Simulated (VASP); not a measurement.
Band gaps of TiO2 (space group P4_2/mnm) from VASP (PAW), without and with spin-orbit coupling. Semilocal levels are at their own relaxed cell, hybrids and mBJ at PBE's; 0.00 means no gap at that level.

The cell of the PBE-D3(BJ) run:

```xyz
6
Lattice="4.6097 0.0000 0.0000 0.0000 4.6097 0.0000 0.0000 0.0000 2.9587" Properties=species:S:1:pos:R:3 pbc="T T T"
Ti     0.0000     4.6097     0.0000
Ti     2.3049     2.3049     1.4794
O      1.4028     1.4028     0.0000
O      0.9021     3.7076     1.4794
O      3.2069     3.2069     0.0000
O      3.7076     0.9021     1.4794
```

```
level       gap without SOC (eV)  gap with SOC (eV)  shift (eV)
----------  --------------------  -----------------  ----------
PBE-D3(BJ)                  1.83                  …           …
```

Problem. Fill in the missing entries.

Solution. 
- PBE-D3(BJ), gap with SOC (eV): 1.83
- PBE-D3(BJ), shift (eV): +0.00

Only levels that ran to the end are used. Left out are those held back, those with too coarse a band path, GW runs whose mesh misses a band edge, hybrids' fits of cells that aren't cubic and levels without matching references; a question may draw on a part of the rest.

The structure comes from a measured TiO2 entry (P4_2/mnm) of the Crystallography Open Database, whose conditions weren't checked. It was relaxed first. Symmetry was kept, so distortions that lower it aren't found.
